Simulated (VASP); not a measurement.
These are RPBE GGA, VASP's PBE PAW potentials (set 64) (plane waves; VASP) values and carry that method's errors.

A VASP calculation is set up with these files.

**INCAR**
```
SYSTEM = SrTiO3
PREC = Accurate
ENCUT = 520
EDIFF = 1E-7
NELM = 100
ALGO = Normal
LREAL = .FALSE.
LASPH = .TRUE.
ISMEAR = 0
SIGMA = 0.05
GGA = RP
LMAXMIX = 4
LWAVE = .FALSE.
LCHARG = .FALSE.
ISIF = 2
```

KPOINTS:
```
kpoints
0
G
 6 6 6
0 0 0
```

POSCAR:
```
SrTiO3
1
    3.9777872581     0.0000000000     0.0000000000
    0.0000000000     3.9777872581     0.0000000000
    0.0000000000     0.0000000000     3.9777872581
Sr Ti O
1 1 3
Direct
  0.0000000000   0.0000000000   0.0000000000
  0.5000000000   0.5000000000   0.5000000000
  0.5000000000   0.0000000000   0.5000000000
  0.0000000000   0.5000000000   0.5000000000
  0.5000000000   0.5000000000   0.0000000000
```

POTCAR, in this order: Sr_sv Ti_sv O (PBE.64 set). Program: vasp_std.

What does the run give for the energy per atom (σ→0), band gap (on the k-mesh)?

```yaml
energy per atom (σ→0): -7.623 eV/atom
band gap (on the k-mesh): 1.79 eV
```

File OSZICAR:
```
...
DAV:  12    -0.381159822338E+02    0.26797E-03   -0.31886E-03  1208   0.606E-01    0.731E-02
DAV:  13    -0.381160473727E+02   -0.65139E-04   -0.78285E-04  1368   0.256E-01    0.247E-02
DAV:  14    -0.381160641348E+02   -0.16762E-04   -0.10229E-04  1328   0.906E-02    0.149E-02
DAV:  15    -0.381160638167E+02    0.31817E-06   -0.61410E-06  1312   0.263E-02    0.100E-02
DAV:  16    -0.381160648865E+02   -0.10699E-05   -0.13237E-05  1192   0.278E-02    0.974E-03
DAV:  17    -0.381160644323E+02    0.45427E-06   -0.47526E-06  1160   0.285E-02    0.153E-03
DAV:  18    -0.381160644202E+02    0.12094E-07   -0.16069E-07   832   0.297E-03
   1 F= -.38116064E+02 E0= -.38116064E+02  d E =-.282541E-12
```

The compound is SrTiO3 in the cubic perovskite structure, the ideal cubic form; the compound distorts at low or room temperature. It was relaxed first, which changed the volume by +6 %.
